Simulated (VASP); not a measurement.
An input for Quantum ESPRESSO's pw.x (written as the equivalent of a VASP run, and not itself run):

```
&CONTROL
  calculation = 'vc-relax'
  pseudo_dir = './pseudo'
  outdir = './out'
  tprnfor = .true.
  tstress = .true.
  nstep = 40
  forc_conv_thr = 0.00039
/
&SYSTEM
  ibrav = 0
  nat = 2
  ntyp = 1
  ecutwfc = 84
  occupations = 'smearing'
  smearing = 'methfessel-paxton'
  degauss = 0.00735
  input_dft = 'pbe'
/
&ELECTRONS
  conv_thr = 7.3e-09
  electron_maxstep = 100
/
&IONS
/
&CELL
  press = 150
/
ATOMIC_SPECIES
  Mg 24.305 Mg.upf
CELL_PARAMETERS angstrom
     1.4759920   -2.5564938    0.0000000
     1.4759920    2.5564938    0.0000000
     0.0000000    0.0000000    4.7199027
ATOMIC_POSITIONS crystal
  Mg   0.3333330  0.6666670  0.2500000
  Mg   0.6666670  0.3333330  0.7500000
K_POINTS automatic
  12 12 8 0 0 0
```

Task: Translate this input to VASP (INCAR, KPOINTS, POSCAR, choice of POTCAR).

Result: Several could match; the one computed here: 
**INCAR**
```
! general
SYSTEM  = Mg
PREC    = Accurate
ENCUT   = 480
LREAL   = .FALSE.
LASPH   = .TRUE.

! electronic loop
EDIFF   = 1E-7
NELM    = 100   ! most electronic steps
ALGO    = Normal   ! blocked Davidson

! smearing
ISMEAR  = 1
SIGMA   = 0.1   ! width (eV)

! functional
GGA     = PE

! ions
IBRION  = 2   ! conjugate gradients
NSW     = 40   ! most ionic steps
ISIF    = 3   ! ions, shape and volume
EDIFFG  = -0.01
PSTRESS = 150

! output
LWAVE   = .FALSE.
LCHARG  = .FALSE.
```

**POSCAR**
```
Mg
1.0
  1.4759920213  -2.5564937690   0.0000000000
  1.4759920213   2.5564937690   0.0000000000
  0.0000000000   0.0000000000   4.7199026568
Mg
2
Cart
  1.4759920213   0.8521662940   1.1799756642
  1.4759920213  -0.8521662940   3.5399269926
```

File KPOINTS:
```
Automatic mesh
0
Gamma
12 12 8
0 0 0
```

POTCAR, in this order: Mg (PBE.64 set). Program: vasp_std.

What does not carry over: the potentials are each code's own (VASP's PAW set, PseudoDojo norm-conserving files in pw.x), so ENCUT and ecutwfc are chosen apart and not converted; conv_thr bounds pw.x's estimated SCF error, while EDIFF bounds the energy change between steps; forc_conv_thr acts on force components and is met together with etot_conv_thr.

The compound is Mg in the hcp structure. It was relaxed first under an external pressure of 15 GPa.
